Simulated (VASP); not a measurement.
Runs of VASP 6.6.1 on MoS2. The structure is hexagonal, space group P6_3/mmc (No. 194). The conventional cell has a = 3.161 Å, b = 3.161 Å, c = 15.983 Å, α = 90.00°, β = 90.00°, γ = 120.00°. Mo (site symmetry -6m2) is surrounded by 6 S at 2.40 Å. Around S (site symmetry 3m) lie 3 Mo at 2.40 Å. The cell was built by a generator and needn't be a form met in nature.

```csv
level,gap on the mesh (eV),pressure (GPa),largest force (eV/Å)
SCAN+rVV10,(a),-0.6,0.14
rev-vdW-DF2,1.86,(c),0.14
optB88-vdW,1.85,2.1,0.32
vdW-DF,1.85,5.4,0.65
PBE+D3(BJ),1.87,-0.8,0.03
PBE+TS,1.87,-0.3,(b)
PBE,1.87,1.4,0.10
```

Alike in all rows: task single point; potentials or basis VASP PAW PBE potentials, release 64 (Mo_sv, S); no spin polarisation; cell as given; k mesh 8 × 8 × 2; cutoff (eV) 520; smearing fermi-dirac 0.05 eV.

Estimate the missing entries.

(a) 1.98; (b) 0.08; (c) 0.3.

Caveats: the PAW data sets were made with another functional, which shifts forces and pressure a little (some runs); this functional lacks dispersion, which binds the layers, so the pressure and a relaxed spacing across them are unreliable (some runs).

A k mesh can miss the band edges, and the runs leave out spin-orbit coupling on Mo.

Not every run made on this cell is shown here.
